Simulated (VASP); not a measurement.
These are PBEsol GGA, VASP's PBE PAW potentials (set 64) (plane waves; VASP) values and carry that method's errors.

Input for VASP

File KPOINTS:
```
K-points
0
Gamma
 7 7 5
0 0 0
```

**INCAR**
```
SYSTEM = MgCdS2
PREC = Accurate
ENCUT = 400
EDIFF = 1E-7
NELM = 100
ALGO = Normal
LREAL = .FALSE.
LASPH = .TRUE.
ISMEAR = -5
GGA = PS
LMAXMIX = 4
LWAVE = .FALSE.
LCHARG = .TRUE.
LORBIT = 11
NEDOS = 601
ISIF = 2
LEFG = .TRUE.
```

File POSCAR:
```
MgCdS2
1
    3.7591581522     0.0000000000     0.0000000000
    0.0000000000     3.7591581522     0.0000000000
    0.0000000000     0.0000000000     5.3050775836
Mg Cd S
1 1 2
Direct
  0.5000000000   0.5000000000   0.5000000000
  0.0000000000   0.0000000000   0.0000000000
  0.0000000000   0.0000000000   0.5000000000
  0.5000000000   0.5000000000   0.0000000000
```

POTCAR, in this order: Mg Cd S (PBE.64 set). Program: vasp_std.

What VASP printed:

File OUTCAR:
```
 ion  position               nearest neighbor table
   1  0.500  0.500  0.500-   4 2.65   4 2.65   3 2.66   3 2.66   3 2.66   3 2.66
   2  0.000  0.000  0.000-   3 2.65   3 2.65   4 2.66   4 2.66   4 2.66   4 2.66
   3  0.000  0.000  0.500-   2 2.65   2 2.65   1 2.66   1 2.66   1 2.66   1 2.66
   4  0.500  0.500  0.000-   1 2.65   1 2.65   2 2.66   2 2.66   2 2.66   2 2.66
  LATTYP: Found a simple tetragonal cell.
 ALAT       =     3.7591581522
 C/A-ratio  =     1.4112408600
 Subroutine PRICEL returns:
 Original cell was already a primitive cell.
 Subroutine GETGRP returns: Found 16 space group operations
The static configuration has the point symmetry D_4h.
The dynamic configuration has the point symmetry D_4h.
 Subroutine INISYM returns: Found 16 space group operations
 Subroutine IBZKPT returns following result:
 Found     30 irreducible k-points:

 Following reciprocal coordinates:
            Coordinates               Weight
  0.000000  0.000000  0.000000      1.000000
  0.142857  0.000000  0.000000      4.000000
  0.285714  0.000000  0.000000      4.000000
  0.428571  0.000000  0.000000      4.000000
  0.142857  0.142857  0.000000      4.000000
  0.285714  0.142857  0.000000      8.000000
...
```

OSZICAR:
```
       N       E                     dE             d eps       ncg     rms          rms(c)
DAV:   1     0.133293375848E+03    0.13329E+03   -0.10897E+04  1028   0.111E+03
DAV:   2    -0.962988731570E+01   -0.14292E+03   -0.14088E+03  1256   0.274E+02
DAV:   3    -0.165284126364E+02   -0.68985E+01   -0.68891E+01  1224   0.626E+01
DAV:   4    -0.165852040031E+02   -0.56791E-01   -0.56778E-01  1344   0.586E+00
DAV:   5    -0.165858348540E+02   -0.63085E-03   -0.63083E-03  1312   0.571E-01    0.101E+01
DAV:   6    -0.156903903905E+02    0.89544E+00   -0.22842E+00  1419   0.182E+01    0.824E+00
DAV:   7    -0.156294271488E+02    0.60963E-01   -0.67126E-01  1210   0.563E+00    0.391E+00
DAV:   8    -0.156244182331E+02    0.50089E-02   -0.80599E-02  1200   0.366E+00    0.529E-01
DAV:   9    -0.156230961019E+02    0.13221E-02   -0.14809E-02  1265   0.181E+00    0.152E-01
DAV:  10    -0.156228342246E+02    0.26188E-03   -0.13547E-03  1176   0.476E-01    0.664E-02
DAV:  11    -0.156228398651E+02   -0.56405E-05   -0.16528E-04  1264   0.120E-01    0.504E-02
DAV:  12    -0.156228476546E+02   -0.77894E-05   -0.93658E-05  1195   0.854E-02    0.247E-02
DAV:  13    -0.156228405342E+02    0.71204E-05   -0.29616E-05  1164   0.513E-02    0.323E-03
DAV:  14    -0.156228406643E+02   -0.13014E-06   -0.12218E-06  1234   0.862E-03    0.368E-03
DAV:  15    -0.156228406846E+02   -0.20233E-07   -0.19863E-08   684   0.129E-03
   1 F= -.15622841E+02 E0= -.15622841E+02  d E =0.000000E+00
```

OUTCAR:
```
------------------------ aborting loop because EDIFF is reached ----------------------------------------
  FORCE on cell =-STRESS in cart. coord.  units (eV):
  Direction    XX          YY          ZZ          XY          YZ          ZX
  --------------------------------------------------------------------------------------
  Total       -0.1137259     -0.1137259      0.0129722      0.0000000      0.0000000     -0.0000000
  in kB       -2.4305087     -2.4305087      0.2772381      0.0000000      0.0000000     -0.0000000
  external PRESSURE =      -1.5279265 kB  Pullay stress =       0.0000000 kB
  volume of cell :       74.97
      direct lattice vectors                 reciprocal lattice vectors
     3.759158152  0.000000000  0.000000000     0.266017007  0.000000000  0.000000000
     0.000000000  3.759158152  0.000000000     0.000000000  0.266017007  0.000000000
     0.000000000  0.000000000  5.305077584     0.000000000  0.000000000  0.188498657
 POSITION                                       TOTAL-FORCE (eV/Angst)
 -----------------------------------------------------------------------------------
      1.87958      1.87958      2.65254         0.000000      0.000000      0.000000
      0.00000      0.00000      0.00000         0.000000      0.000000      0.000000
      0.00000      0.00000      2.65254         0.000000      0.000000      0.000000
      1.87958      1.87958      0.00000         0.000000      0.000000      0.000000
 -----------------------------------------------------------------------------------
    total drift:                               -0.000000      0.000000     -0.000000
  FREE ENERGIE OF THE ION-ELECTRON SYSTEM (eV)
  ---------------------------------------------------
  free  energy   TOTEN  =       -15.6228406846 eV

  energy  without entropy=      -15.6228406846  energy(sigma->0) =      -15.62284068

 total charge

# of ion       s       p       d       tot
------------------------------------------
    1        0.134   0.115   0.033   0.283
    2        0.391   0.299   9.582  10.273
    3        1.318   2.425   0.000   3.742
    4        1.326   2.404   0.000   3.730
--------------------------------------------------
tot          3.169   5.244   9.616  18.028
```
(Selected blocks of OUTCAR.)

The structure comes from a computed database's MgCdS2 entry (P4/mmm); how it stands against other phases isn't given here. It was relaxed first.
